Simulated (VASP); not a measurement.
Runs of VASP 6.6.1 on PtCl4. All rows change the cell; the cell of one of them follows. It takes space group Pm-3m (No. 221, cubic). Conventional cell: a = 4.998 Å, b = 4.998 Å, c = 4.998 Å, α = 90.00°, β = 90.00°, γ = 90.00°. Pt (site symmetry m-3m) is surrounded by 12 Cl at 3.53 Å. Around Cl (site symmetry m-3m) lie 6 Cl at 2.50 Å. Cl (site symmetry 4/mmm) has 2 Cl at 2.50 Å as nearest neighbours. The cell was built by a generator and needn't be a form met in nature.

```csv
task,cell,k mesh,cutoff (eV),gap on the mesh (eV),pressure (GPa),relaxed volume (Å³/atom)
single point,"random cell by space group and Wyckoff sites (Pm-3m, No. 221)",4 × 4 × 4,520,none,-0.1,-
single point,"random cell by space group and Wyckoff sites (Pm-3m, No. 221)",8 × 8 × 8,520,none,-0.1,-
relaxation of cell and atoms,"relaxed from: random cell by space group and Wyckoff sites (Pm-3m, No. 221)",4 × 4 × 4,600,none,-0.2,(a)
relaxation of cell and atoms,"relaxed from: random cell by space group and Wyckoff sites (Pm-3m, No. 221)",8 × 8 × 8,600,none,0.0,24.57
```

Alike in all rows: level PBE; potentials or basis VASP PAW PBE potentials, release 64 (Pt, Cl); no spin polarisation; smearing gaussian 0.1 eV.

Task: Fill in the values left out.

Result: (a) 25.22.

Caveats: the volume moved by over 15 % at a fixed basis, so the end points are rough (some runs).

A k mesh can miss the band edges, and the runs leave out spin-orbit coupling on Pt.

A gap of «none» marks a metal or a gap under the smearing width.
